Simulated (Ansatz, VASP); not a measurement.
**B3C in VASP and in Ansatz**

```
B C
1.0
     2.90554    0.00000    0.00000
     0.00000    2.90554    0.00000
     0.00000    0.00000    2.90554
B C
3 1
Direct
  0.50000 0.00000 0.00000
  0.00000 0.50000 0.00000
  0.00000 0.00000 0.50000
  0.50000 0.50000 0.50000
```

Alike in both runs: functional PBE; k mesh 6 × 6 × 6; occupations gaussian, width 0.1 eV; no spin polarisation.

Ansatz relaxed the structure, and its values are those at the end. VASP's run is a single point on that final structure, the one shown.

|  | VASP | Ansatz |
| --- | --- | --- |
| version | VASP 6.6.1 | Ansatz 0.2.0 |
| potentials or method | VASP PAW PBE potentials, release 64 (B, C) | scalar-relativistic, plane waves, PAW |
| plane-wave cutoff (eV) | 520 | 420 |
| valence electrons in the cell | 13 | 13 |

```tsv
	VASP	Ansatz	Ansatz less VASP
gap on the k mesh at the Fermi level (eV)	none	none	-
pressure (GPa)	0.0	0.0	-0.03
```

A gap of «none» marks a metal or a gap that the smearing closes. The functional is the same, so the differences come from potentials, cutoffs and numerics.

Caveats: the k mesh is coarse (spacing up to 0.36 Å⁻¹), so the values aren't converged.
